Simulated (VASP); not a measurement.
An input for Quantum ESPRESSO's pw.x (written as the equivalent of a VASP run, and not itself run):

```
&CONTROL
  calculation = 'scf'
  pseudo_dir = './pseudo'
  outdir = './out'
  tprnfor = .true.
  tstress = .true.
/
&SYSTEM
  ibrav = 0
  nat = 4
  ntyp = 2
  ecutwfc = 78
  occupations = 'smearing'
  smearing = 'methfessel-paxton'
  degauss = 0.00735
  input_dft = 'pbe'
  vdw_corr = 'grimme-d3'
  dftd3_version = 4
  dftd3_threebody = .false.
/
&ELECTRONS
  conv_thr = 7.3e-09
  electron_maxstep = 100
/
ATOMIC_SPECIES
  Sc 44.956 Sc.upf
  Al 26.982 Al.upf
CELL_PARAMETERS angstrom
     3.9658607    0.0000000    0.0000000
     0.0000000    3.9658607    0.0000000
     0.0000000    0.0000000    3.9658607
ATOMIC_POSITIONS crystal
  Sc   0.0000000  0.0000000  0.0000000
  Al   0.0000000  0.5000000  0.5000000
  Al   0.5000000  0.0000000  0.5000000
  Al   0.5000000  0.5000000  0.0000000
K_POINTS automatic
  8 8 8 0 0 0
```

**Question.** Write the VASP files for the same calculation (PBE-D3(BJ)).

**Answer.** One answer among several that fit: 
POSCAR:
```
Al3Sc
1
    3.9658606913     0.0000000000     0.0000000000
    0.0000000000     3.9658606913     0.0000000000
    0.0000000000     0.0000000000     3.9658606913
Sc Al
1 3
Direct
  0.0000000000   0.0000000000   0.0000000000
  0.0000000000   0.5000000000   0.5000000000
  0.5000000000   0.0000000000   0.5000000000
  0.5000000000   0.5000000000   0.0000000000
```

File KPOINTS:
```
Automatic mesh
0
Gamma
8 8 8
0 0 0
```

INCAR:
```
ALGO = Normal
EDIFF = 1E-7
ENCUT = 520
GGA = PE
ISIF = 2
ISMEAR = 1
IVDW = 12
LASPH = T
LCHARG = F
LMAXMIX = 4
LREAL = F
LWAVE = F
NELM = 100
PREC = Accurate
SIGMA = 0.1
SYSTEM = Al3Sc
```

POTCAR, in this order: Sc_sv Al (PBE.64 set). Program: vasp_std.

The two are equivalent in intent, not identical: the potentials are each code's own (VASP's PAW set, PseudoDojo norm-conserving files in pw.x), so ENCUT and ecutwfc are chosen apart and not converted; conv_thr bounds pw.x's estimated SCF error, while EDIFF bounds the energy change between steps.

The compound is Al3Sc in the L1_2 structure. This cell is one point of a volume scan, at 0.94 of the reference volume.
